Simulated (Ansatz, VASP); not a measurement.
## In11Ga5O24 (partly crystallised 69In2O3-31Ga2O3 (mol %)) in two plane-wave programs

Aim: how closely do two programs agree when they are given the same cell, functional and k mesh? The structure shown is the start of the Ansatz relaxation below; VASP solves that cell, so the two are compared at the walk's first step.

Calculated with Ansatz 0.2.0; plane waves, with VASP 6.6.1 beside it; single point at PBE.

### Step 1. The structure

The cell holds 80 atoms: 22 In, 10 Ga and 48 O. Cell: a = 10.118 Å, b = 10.118 Å, c = 10.118 Å, α = 90.0°, β = 90.0°, γ = 90.0°. As first built, before any earlier steps moved the atoms (in the runner's words): 80 atoms (22 Sc, 10 Fe, 48 O) placed at random at 3.87 g/cm^3, melted at 5000 K for 10 ps at fixed volume with the Morse and Coulomb pair potential with partial charges (Pedone, Malavasi, Menziani, Cormack and Segre, J. Phys. Chem. B 110, 11780 (2006)). Quenched from 5000 K to 300 K at 20 K/ps and fixed volume, held 10 ps at zero pressure, then minimised at fixed cell. Then Sc was replaced by In, Fe was replaced by Ga and the cell scaled by 1.027 (the potential has no terms for the new elements, so the cell is a start for a DFT relaxation).

### Step 2. Ansatz: relaxation, PBE

Ansatz runs on its default PAW (the set named soft_2) files.

The two programs are compared at the cell with which this relaxation starts, whose forces are those of its first step.

input.yaml reads:

```yaml
crystal:
  lattice:
    - [10.11761, 0.0, 0.0]
    - [0.0, 10.11761, 0.0]
    - [0.0, 0.0, 10.11761]
  atoms:
    - { symbol: In, position: [0.77305, 0.65795, 0.01991] }
    - { symbol: In, position: [0.50637, 0.95252, 0.71718] }
    - { symbol: In, position: [0.784, 0.4676, 0.25694] }
    - { symbol: In, position: [0.12475, 0.62681, 0.1679] }
    - { symbol: In, position: [0.76751, 0.13924, 0.23484] }
    - { symbol: In, position: [0.29495, 0.12393, 0.96068] }
    - { symbol: In, position: [0.77927, 0.45313, 0.74637] }
    - { symbol: In, position: [0.7845, 0.12087, 0.75978] }
    - { symbol: In, position: [0.65894, 0.8035, 0.40501] }
    - { symbol: In, position: [0.28692, 0.77624, 0.49105] }
    - { symbol: In, position: [0.02217, 0.29547, 0.03353] }
    - { symbol: In, position: [0.50057, 0.63343, 0.20093] }
    - { symbol: In, position: [0.29388, 0.94786, 0.22757] }
    - { symbol: In, position: [0.78056, 0.79434, 0.74094] }
    - { symbol: In, position: [0.50778, 0.29281, 0.72301] }
    - { symbol: In, position: [0.05208, 0.29293, 0.75257] }
    - { symbol: In, position: [0.25831, 0.12531, 0.48498] }
    - { symbol: In, position: [0.25668, 0.46307, 0.48034] }
    - { symbol: In, position: [0.96702, 0.94651, 0.32772] }
    - { symbol: In, position: [0.54766, 0.1502, 0.43218] }
    - { symbol: In, position: [0.00334, 0.94563, 0.98888] }
    - { symbol: In, position: [0.98224, 0.6371, 0.48632] }
    - { symbol: Ga, position: [0.97343, 0.28648, 0.4745] }
    - { symbol: Ga, position: [0.04481, 0.61261, 0.7723] }
    - { symbol: Ga, position: [0.29487, 0.46454, 0.96254] }
    - { symbol: Ga, position: [0.59682, 0.31601, 0.03115] }
    - { symbol: Ga, position: [0.28796, 0.78764, 0.94797] }
    - { symbol: Ga, position: [0.54413, 0.45598, 0.4461] }
    - { symbol: Ga, position: [0.59134, 0.95324, 0.0348] }
    - { symbol: Ga, position: [0.09521, 0.95145, 0.68382] }
    - { symbol: Ga, position: [0.50598, 0.62111, 0.72785] }
    - { symbol: Ga, position: [0.28434, 0.2974, 0.22376] }
    - { symbol: O, position: [0.42479, 0.78055, 0.81357] }
    - { symbol: O, position: [0.11837, 0.76203, 0.62688] }
    - { symbol: O, position: [0.40481, 0.28776, 0.53641] }
    - { symbol: O, position: [0.14272, 0.83253, 0.12047] }
    - { symbol: O, position: [0.67495, 0.94941, 0.85371] }
    - { symbol: O, position: [0.61392, 0.45289, 0.62104] }
    - { symbol: O, position: [0.39226, 0.95098, 0.0457] }
    - { symbol: O, position: [0.63984, 0.60074, 0.35599] }
    - { symbol: O, position: [0.16099, 0.63062, 0.3785] }
    - { symbol: O, position: [0.16399, 0.29402, 0.39539] }
    - { symbol: O, position: [0.62479, 0.13305, 0.086] }
    - { symbol: O, position: [0.4302, 0.46224, 0.825] }
    - { symbol: O, position: [0.33914, 0.63331, 0.08055] }
    - { symbol: O, position: [0.11361, 0.45774, 0.63243] }
    - { symbol: O, position: [0.19522, 0.29762, 0.89384] }
    - { symbol: O, position: [0.11707, 0.13993, 0.62987] }
    - { symbol: O, position: [0.35021, 0.95999, 0.57894] }
    - { symbol: O, position: [0.91319, 0.45613, 0.4152] }
    - { symbol: O, position: [0.43317, 0.12399, 0.81562] }
    - { symbol: O, position: [0.67662, 0.29796, 0.85243] }
    - { symbol: O, position: [0.6496, 0.30875, 0.34574] }
    - { symbol: O, position: [0.87404, 0.28561, 0.64869] }
    - { symbol: O, position: [0.65184, 0.99928, 0.34343] }
    - { symbol: O, position: [0.37642, 0.12582, 0.31247] }
    - { symbol: O, position: [0.9197, 0.76934, 0.90371] }
    - { symbol: O, position: [0.15827, 0.42631, 0.12768] }
    - { symbol: O, position: [0.9013, 0.95564, 0.68464] }
    - { symbol: O, position: [0.91489, 0.607, 0.15995] }
    - { symbol: O, position: [0.61597, 0.79811, 0.60921] }
    - { symbol: O, position: [0.95665, 0.14216, 0.89438] }
    - { symbol: O, position: [0.39516, 0.45492, 0.31499] }
    - { symbol: O, position: [0.6184, 0.12079, 0.62356] }
    - { symbol: O, position: [0.68079, 0.62572, 0.8365] }
    - { symbol: O, position: [0.86909, 0.79111, 0.41233] }
    - { symbol: O, position: [0.91334, 0.13494, 0.38469] }
    - { symbol: O, position: [0.1654, 0.13673, 0.12378] }
    - { symbol: O, position: [0.16143, 0.94824, 0.39326] }
    - { symbol: O, position: [0.63938, 0.49569, 0.10019] }
    - { symbol: O, position: [0.38996, 0.60298, 0.56006] }
    - { symbol: O, position: [0.87791, 0.98112, 0.14592] }
    - { symbol: O, position: [0.40323, 0.30593, 0.06391] }
    - { symbol: O, position: [0.41559, 0.79648, 0.32216] }
    - { symbol: O, position: [0.62904, 0.77936, 0.1083] }
    - { symbol: O, position: [0.17318, 0.9469, 0.86455] }
    - { symbol: O, position: [0.1834, 0.62478, 0.88854] }
    - { symbol: O, position: [0.95319, 0.44369, 0.87207] }
    - { symbol: O, position: [0.88172, 0.62201, 0.66471] }
    - { symbol: O, position: [0.85177, 0.30563, 0.14474] }
kpoints:
  mp_grid: { grid: [1, 1, 1] }
hamiltonian:
  xc: pbe
scf:
  occupations: { method: gaussian, width: 0.025 }
output:
  forces: true
relax:
  f_tol: 0.05
  max_steps: 150
  cell: {}
```

On the command line:

```sh
ansatz run input.yaml --threads 4 --pin off --max-ram 8192MiB --backend cpu --events-out ev --progress --plain --runs-dir out
```

Numbers of over 12 decimals in the logs are rounded to 6 here.

Log:

```text
Engine: ansatz 0.2.0, aarch64-unknown-linux-gnu
Pseudopotentials: kind: paw
Pseudopotential: In, paw, valence charge 13, recommended cutoff 420 eV (normal), In.paw.azcp
Pseudopotential: Ga, paw, valence charge 13, recommended cutoff 420 eV (normal), Ga.paw.azcp
Pseudopotential: O, paw, valence charge 6, recommended cutoff 420 eV (normal), O.paw.azcp
Functional definition: PBE
  parameter kappa = 0.804
  parameter beta = 0.066725
  exchange = pbe_x(kappa = kappa, mu = beta*pi^2/3)
  correlation = pbe_c(beta = beta)
Crystal: 80 atoms, lattice volume = 1035.700 Å³
Basis set: ecut = 420 eV, 20197 PW (Γ), exchange–correlation on 144×144×144 points (8 copies of the dense FFT grid, shifted against one another)
Bands: 432, of which v1, the nominal top of the filled ones, is band 352 counted from 1 (351 counted from 0)
Symmetry: 1 space group operations
Space group: P1 (ITA 1), of the structure as read, at distance tolerance 1.0e-4 Å
k-points: 1
Non-local potential: In, projectors of the file, l = 0: 2, l = 1: 2, l = 2: 2, l = 3: 2
Non-local potential: Ga, projectors of the file, l = 0: 2, l = 1: 2, l = 2: 3, l = 3: 1
Non-local potential: O, projectors of the file, l = 0: 2, l = 1: 2, l = 2: 1
PAW form: soft (Blöchl's): semilocal exchange-correlation on the pseudo side does not see the compensation charge
PAW one-centre angular grid: In, 590 points (default); XC on 64 Gauss nodes
PAW one-centre angular grid: Ga, 590 points (default); XC on 64 Gauss nodes
PAW one-centre angular grid: O, 110 points (default); XC on 64 Gauss nodes
Initial density: superposition of atomic densities (neutral atoms: chi_scale 0, normalization atom), corrected by the library's trained network
Initial wavefunctions: pseudopotential atomic-orbital guess
Functional: x = pbe(κ = 0.804, μ = 0.219515), c = pbe(β = 0.066725)
SCF iter   1: F=—  HF=-188219.555844 eV  |F-HF|=—  |Δ(HF+E_count)|=         —  Δρ=2.44e-3  dr2=7.40e-2  ethr=1.77e-3  ⟨swp⟩=6.0  Hψ=1593  notcnv=0
preconditioner: auto → Resta (q_TF=auto, 2.558 Å⁻¹)  ε∞=4.6  [insulator: Δε(μ)=0.859 eV  Ē_g=16.182 eV  σ=0.025 eV  W_gap=1.00  n_scr=256 (ndim 8)  ℏωp=30.6 eV  f_vac=0.047  D(μ)=0.00/eV (n_scr^D=0)  ε∞_Penn≈4.6]
SCF iter   2: F=—  HF=-188219.548005 eV  |F-HF|=—  |Δ(HF+E_count)|=   7.84e-3  Δρ=1.35e-3  dr2=1.46e-2  ethr=1.05e-5  ⟨swp⟩=2.0  Hψ=857  notcnv=0  defer=72
SCF iter   3: F=—  HF=-188219.547975 eV  |F-HF|=—  |Δ(HF+E_count)|=   3.00e-5  Δρ=5.86e-4  dr2=5.07e-3  ethr=2.08e-6  ⟨swp⟩=2.0  Hψ=669  notcnv=0  defer=72
SCF iter   4: F=—  HF=-188219.547896 eV  |F-HF|=—  |Δ(HF+E_count)|=   7.93e-5  Δρ=2.19e-4  dr2=4.91e-4  ethr=7.20e-7  ⟨swp⟩=2.0  Hψ=665  notcnv=0  defer=72
SCF iter   5: F=—  HF=-188219.547872 eV  |F-HF|=—  |Δ(HF+E_count)|=   2.40e-5  Δρ=1.01e-4  dr2=1.08e-4  ethr=6.97e-8  ⟨swp⟩=2.0  Hψ=678  notcnv=0  defer=72
SCF iter   6: F=—  HF=-188219.547893 eV  |F-HF|=—  |Δ(HF+E_count)|=   2.16e-5  Δρ=4.55e-5  dr2=2.18e-5  ethr=1.53e-8  ⟨swp⟩=2.0  Hψ=699  notcnv=0  defer=72
SCF iter   7: F=—  HF=-188219.549085 eV  |F-HF|=—  |Δ(HF+E_count)|=   1.19e-3  Δρ=1.67e-5  dr2=2.95e-6  ethr=3.09e-9  ⟨swp⟩=2.0  Hψ=699  notcnv=0  defer=72
SCF iter   8: F=—  HF=-188219.549087 eV  |F-HF|=—  |Δ(HF+E_count)|=   1.63e-6  Δρ=7.28e-6  dr2=5.67e-7  ethr=4.19e-10  ⟨swp⟩=2.0  Hψ=686  notcnv=0  defer=72
SCF iter   9: F=—  HF=-188219.549087 eV  |F-HF|=—  |Δ(HF+E_count)|=   3.21e-7  Δρ=3.40e-6  dr2=1.17e-7  ethr=8.06e-11  ⟨swp⟩=2.0  Hψ=699  notcnv=0  defer=72
SCF iter  10: F=-188219.549087 eV  HF=-188219.549087 eV  |F-HF|=7.92e-9  |Δ(HF+E_count)|=   6.23e-8  Δρ=1.11e-6  dr2=1.38e-8  ethr=1.42e-11  ⟨swp⟩=3.0  Hψ=1138  notcnv=0
SCF 1 converged in 10 iterations: F = -188219.549087 eV  dr2 = 1.38e-8
  greatest PAW one-centre occupation: 0.997 electrons in one spin orbital (limit 2), on the Ga atom at site 31 (counted from 0), in its partial waves of l = 2
relax step   1: F+E_penalty+E_count = -188219.54908696 eV  Δ(F+E_penalty+E_count) = +0.000e0 eV  max|allowed force component| = 1.642e0 eV/Å  Δτ_max = 0.0000 Å  P = -0.047 GPa  Ω = 1035.700 Å³  (10 SCF iters, dr2 threshold 1.00e-7 eV, accepted)
Crystal: 80 atoms, lattice volume = 1046.250 Å³
Basis set: ecut = 420 eV, 20439 PW (Γ), exchange–correlation on 144×144×144 points (8 copies of the dense FFT grid, shifted against one another)
Initial density: handed on by an earlier stage of this run
Initial wavefunctions: those handed on with the density
iter 1 solved again at ethr=2.23e-4 eV; its pass at ethr=3.10e-3 eV (dr2=1.57e0 eV) is discarded
SCF iter   1: F=—  HF=-188222.212894 eV  |F-HF|=—  |Δ(HF+E_count)|=         —  Δρ=1.80e-2  dr2=1.57e0  ethr=2.23e-4  ⟨swp⟩=6.0  Hψ=2255  notcnv=0
preconditioner: auto → Resta (q_TF=auto, 2.554 Å⁻¹)  ε∞=4.6  [insulator: Δε(μ)=0.847 eV  Ē_g=16.136 eV  σ=0.025 eV  W_gap=1.00  n_scr=286 (ndim 8)  ℏωp=30.5 eV  f_vac=0.052  D(μ)=0.00/eV (n_scr^D=0)  ε∞_Penn≈4.6]
[...]
atom  52  O     -0.00018620    -0.00073855    -0.00075126
  atom  53  O     -0.00137584    -0.00145579     0.00307627
  atom  54  O     -0.00194684    -0.00092194     0.00095106
  atom  55  O     -0.00250701     0.00115676    -0.00116405
  atom  56  O      0.00080075     0.00112350     0.00099202
  atom  57  O     -0.00143645    -0.00063388    -0.00097976
  atom  58  O      0.00056131    -0.00012528    -0.00036547
  atom  59  O     -0.00076674     0.00158770     0.00089335
  atom  60  O     -0.00192079     0.00116536     0.00044704
  atom  61  O      0.00133823    -0.00016150     0.00043019
  atom  62  O     -0.00083715     0.00058522     0.00033759
  atom  63  O      0.00147498    -0.00030956     0.00315666
  atom  64  O      0.00143808     0.00015497    -0.00046551
  atom  65  O      0.00075831     0.00001743     0.00091667
  atom  66  O     -0.00063702     0.00090395    -0.00040850
  atom  67  O     -0.00095006     0.00194430     0.00085127
  atom  68  O      0.00083637     0.00059862     0.00014498
  atom  69  O      0.00003179    -0.00035346     0.00071684
  atom  70  O      0.00330180    -0.00017617    -0.00013095
  atom  71  O      0.00214051    -0.00239742    -0.00144166
  atom  72  O     -0.00008788    -0.00088455     0.00042752
  atom  73  O      0.00186510    -0.00141349     0.00175215
  atom  74  O     -0.00050146    -0.00102782     0.00051150
  atom  75  O      0.00082840     0.00037793    -0.00163699
  atom  76  O     -0.00118679     0.00068245    -0.00058232
  atom  77  O      0.00154077     0.00212995     0.00228215
  atom  78  O      0.00012156     0.00022316    -0.00187451
  atom  79  O     -0.00049066    -0.00018890     0.00136315
  atom  80  O     -0.00413856    -0.00012878    -0.00124937
  max |Σ_I F_I| component: 6.65e-6 eV/Å
--- Stress (GPa, compression-positive) ---
        0.002013      -0.000456       0.001592
       -0.000456       0.000087      -0.000049
        0.001592      -0.000049       0.007833
  P = ⅓ Tr σ = 0.0033 GPa (0.033 kbar)
--- Relaxed structure (16 steps of the walk, 16 accepted, 3 SCFs on fresh bases) ---
  F+E_penalty+E_count = -188223.91104999 eV   max|allowed force component| = 4.182e-3 eV/Å   (the final SCF, on the basis selected at the relaxed cell)
  cell:  # Å, volume = 1050.7353 Å³
    - [10.213648, -0.020413, 0.015849]
    - [-0.020413, 9.754881, -0.00224535]
    - [0.015849, -0.00224535, 10.546135]
  atoms:
    - { symbol: In, position: [0.775539, 0.655222, 0.023126] }
    - { symbol: In, position: [0.496444, 0.954013, 0.708838] }
    - { symbol: In, position: [0.784891, 0.462229, 0.264885] }
    - { symbol: In, position: [0.121469, 0.615039, 0.176782] }
    - { symbol: In, position: [0.768964, 0.119483, 0.226266] }
    - { symbol: In, position: [0.281622, 0.114410, 0.937014] }
    - { symbol: In, position: [0.777490, 0.456921, 0.745618] }
    - { symbol: In, position: [0.785416, 0.122260, 0.772894] }
    - { symbol: In, position: [0.660371, 0.806746, 0.425894] }
    - { symbol: In, position: [0.294990, 0.788599, 0.471310] }
    - { symbol: In, position: [0.025014, 0.292870, 0.042324] }
    - { symbol: In, position: [0.495383, 0.642866, 0.191145] }
    - { symbol: In, position: [0.292879, 0.961145, 0.205541] }
    - { symbol: In, position: [0.780974, 0.796193, 0.756813] }
    - { symbol: In, position: [0.500881, 0.296507, 0.715150] }
    - { symbol: In, position: [0.064577, 0.283367, 0.748197] }
    - { symbol: In, position: [0.248504, 0.130064, 0.483574] }
    - { symbol: In, position: [0.252779, 0.462810, 0.493212] }
    - { symbol: In, position: [0.972964, 0.946786, 0.356050] }
    - { symbol: In, position: [0.543664, 0.143663, 0.441402] }
    - { symbol: In, position: [0.013578, 0.942126, 1.010081] }
    - { symbol: In, position: [0.991057, 0.640390, 0.506446] }
    - { symbol: Ga, position: [0.945381, 0.290042, 0.476881] }
    - { symbol: Ga, position: [0.046885, 0.582878, 0.793459] }
    - { symbol: Ga, position: [0.310578, 0.467716, 0.942575] }
    - { symbol: Ga, position: [0.602356, 0.312938, 0.023870] }
    - { symbol: Ga, position: [0.289794, 0.775045, 0.939001] }
    - { symbol: Ga, position: [0.540876, 0.466451, 0.445779] }
    - { symbol: Ga, position: [0.582696, 0.950062, 0.018474] }
    - { symbol: Ga, position: [0.082537, 0.937078, 0.704265] }
    - { symbol: Ga, position: [0.500260, 0.624482, 0.713463] }
    - { symbol: Ga, position: [0.332887, 0.325191, 0.209125] }
    - { symbol: O, position: [0.410250, 0.774882, 0.794568] }
    - { symbol: O, position: [0.129602, 0.789900, 0.602031] }
    - { symbol: O, position: [0.400852, 0.296185, 0.532358] }
    - { symbol: O, position: [0.164657, 0.810351, 0.105989] }
    - { symbol: O, position: [0.660047, 0.957044, 0.854944] }
    - { symbol: O, position: [0.608754, 0.472329, 0.619334] }
    - { symbol: O, position: [0.396164, 0.940711, 0.023202] }
    - { symbol: O, position: [0.631837, 0.609565, 0.349160] }
    - { symbol: O, position: [0.156540, 0.628533, 0.381436] }
    - { symbol: O, position: [0.127079, 0.296732, 0.441515] }
    - { symbol: O, position: [0.623893, 0.128425, 0.082467] }
    - { symbol: O, position: [0.418600, 0.472004, 0.799957] }
    - { symbol: O, position: [0.357885, 0.621191, 0.049415] }
    - { symbol: O, position: [0.118327, 0.476183, 0.652497] }
    - { symbol: O, position: [0.194149, 0.313480, 0.901467] }
    - { symbol: O, position: [0.142123, 0.110331, 0.655101] }
    - { symbol: O, position: [0.397704, 0.980173, 0.529115] }
    - { symbol: O, position: [0.893524, 0.464217, 0.433113] }
    - { symbol: O, position: [0.413449, 0.125757, 0.797740] }
    - { symbol: O, position: [0.668946, 0.298910, 0.855421] }
    - { symbol: O, position: [0.640140, 0.320818, 0.366043] }
    - { symbol: O, position: [0.880358, 0.283607, 0.650194] }
    - { symbol: O, position: [0.641621, 0.994460, 0.339434] }
    - { symbol: O, position: [0.361079, 0.157214, 0.293985] }
[...]
- { symbol: O, position: [0.414720, 0.320717, 0.044357] }
    - { symbol: O, position: [0.406692, 0.804347, 0.300034] }
    - { symbol: O, position: [0.632249, 0.789619, 0.100792] }
    - { symbol: O, position: [0.170451, 0.924310, 0.864445] }
    - { symbol: O, position: [0.179372, 0.616544, 0.901572] }
    - { symbol: O, position: [0.948695, 0.439804, 0.875100] }
    - { symbol: O, position: [0.903222, 0.630779, 0.686997] }
    - { symbol: O, position: [0.855483, 0.296061, 0.151911] }
```

In the SCF lines HF is the Harris–Foulkes energy and dr2 the Hartree energy of the density residual, in eV; the loop may stop once dr2 is under the threshold and the program's other checks hold. Hψ counts applications of the Hamiltonian.

[end of part 1 of 2]

[Lines on the potential files, build, host, timing and source positions are cut from VASP's logs without a mark.]

[Logs are printed without paths, hosts, clocks, repeated set-up lines and the standing remarks that a program may print on its own settings, such as how far it seeks lower states.]

[Hosts, paths, dates, database ids (printed as entryN), source tags and the programs' standing remarks are cut or masked in the printed files.]
